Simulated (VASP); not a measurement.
Calculation: PBE GGA, VASP's PBE PAW potentials (set 64) (plane waves; VASP).

VASP input:

KPOINTS:
```
Automatic mesh
0
Gamma
6 6 6
0 0 0
```

### INCAR
```
# general
SYSTEM  = Li2Se
PREC    = Accurate
ENCUT   = 520   # plane-wave cut-off (eV)
LREAL   = .FALSE.   # projection in real space or not
LASPH   = .TRUE.

# electronic loop
EDIFF   = 1E-6
NELM    = 100
ALGO    = Damped
LMAXMIX = 4

# smearing
ISMEAR  = 0
SIGMA   = 0.05

# functional
GGA     = PE

# ions
ISIF    = 2

# output
LWAVE   = .FALSE.
LCHARG  = .FALSE.
```

**POSCAR**
```
Li2Se
4.2630430
  0.0000000000   0.7192256799   0.6947764777
  0.7197595708   0.0000000000   0.6947764777
  0.7197595708   0.7192256799   0.0000000000
Li Se
2 1
Cartesian
  0.3598797854   0.3596128399   0.3473882389
  1.0796393562   1.0788385198   1.0421647166
  0.0166739502   0.0000000000  -0.0000000000
```

POTCAR, in this order: Li_sv Se (PBE.64 set). Program: vasp_std.

Q: What will the output report for the number of irreducible k-points (NKPTS), number of bands (NBANDS), largest plane-wave count, number of space-group operations, FFT grid (NGX, NGY, NGZ)?

A: 
```json
{
 "number of irreducible k-points (NKPTS)": "46",
 "number of bands (NBANDS)": "10",
 "largest_plane_wave_count": "1524",
 "number_of_space_group_operations": "4",
 "FFT grid (NGX, NGY, NGZ)": "32 × 32 × 32"
}
```

The compound is Li2Se in the antifluorite structure. The cell was not relaxed at this level, atoms are displaced from their ideal sites. The run is one of a series of settings (ALGO = Damped against the base run), some of them coarse on purpose.
